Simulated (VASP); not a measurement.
Data:

```
RuP2
1.0
    5.07764     0.00000     0.00000
    0.00000     5.84061     0.00000
    0.00000     0.00000     2.84935
P Ru
4 2
Direct
  0.33745   0.87194   0.50000
  0.66255   0.12806   0.50000
  0.83745   0.62806   0.00000
  0.16255   0.37194   0.00000
  0.50000   0.50000   0.50000
  0.00000   0.00000   0.00000
```

Calculation: LDA (Ceperley-Alder, Perdew-Zunger), VASP's LDA PAW potentials (set 64) (plane waves; VASP). Settings: 400 eV cut-off, 5×5×9 Γ-centred mesh, tetrahedra with Blöchl corrections, potentials P Ru_pv.

Task: Estimate the energy per atom (σ→0).

Result: 
```
Property                        Value
---------------------  --------------
energy per atom (σ→0)  -8.298 eV/atom
```

Total energies compare only between runs with the same potentials, cut-off and functional.

The structure comes from a computed database's P2Ru entry (Pnnm); how it stands against other phases isn't given here. It was relaxed first.
